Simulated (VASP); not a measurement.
VASP ran on this input.

POSCAR:
```
AgS
1
    4.1984590000     0.0000000000     0.0000000000
   -2.0992290000     3.6359720000     0.0000000000
    0.0000000000     0.0000000000     5.8516240000
Ag S
2 2
Direct
  0.0000000000   0.0000000000   0.0000000000
  0.0000000000   0.0000000000   0.5000000000
  0.3333330000   0.6666670000   0.2500000000
  0.6666670000   0.3333330000   0.7500000000
```

INCAR:
```
ISMEAR=0   # Gaussian
LREAL=.False.
SYSTEM=AgS
ALGO=Normal   # blocked Davidson
LCHARG=.False.
ENCUT=400   # plane-wave cut-off (eV)
GGA=PE   # PBE
EDIFF=1E-6   # SCF stop (eV)
ISIF=2
NELM=100   # most electronic steps
LASPH=.True.   # aspherical one-centre terms
LWAVE=.False.
SIGMA=0.05   # width (eV)
LMAXMIX=4   # l cut-off of mixed one-centre charges
PREC=Low
```

File KPOINTS:
```
Automatic mesh
0
Gamma
  7 7 4
```

POTCAR, in this order: Ag S (PBE.64 set). Program: vasp_std.

**Question.** Translate this PBE calculation to Quantum ESPRESSO's pw.x.

**Answer.** One equivalent input (not run):
```
&CONTROL
  calculation = 'scf'
  pseudo_dir = './pseudo'
  outdir = './out'
  tprnfor = .true.
  tstress = .true.
/
&SYSTEM
  ibrav = 0
  nat = 4
  ntyp = 2
  ecutwfc = 82
  occupations = 'smearing'
  smearing = 'gaussian'
  degauss = 0.003675
  input_dft = 'pbe'
/
&ELECTRONS
  conv_thr = 7.3e-08
  electron_maxstep = 100
/
ATOMIC_SPECIES
  Ag 107.868 Ag.upf
  S 32.060 S.upf
CELL_PARAMETERS angstrom
     4.1984590    0.0000000    0.0000000
    -2.0992290    3.6359720    0.0000000
     0.0000000    0.0000000    5.8516240
ATOMIC_POSITIONS crystal
  Ag   0.0000000  0.0000000  0.0000000
  Ag   0.0000000  0.0000000  0.5000000
  S    0.3333330  0.6666670  0.2500000
  S    0.6666670  0.3333330  0.7500000
K_POINTS automatic
  7 7 4 0 0 0
```
What does not carry over: the potentials are each code's own (VASP's PAW set, PseudoDojo norm-conserving files in pw.x), so ENCUT and ecutwfc are chosen apart and not converted; conv_thr bounds pw.x's estimated SCF error, while EDIFF bounds the energy change between steps.

The structure was generated: AgS was put into the NiAs type (P6_3/mmc), which need not be its known phase. The cell was not relaxed at this level. The run is one of a series of settings (PREC = Low against the base run), some of them coarse on purpose.
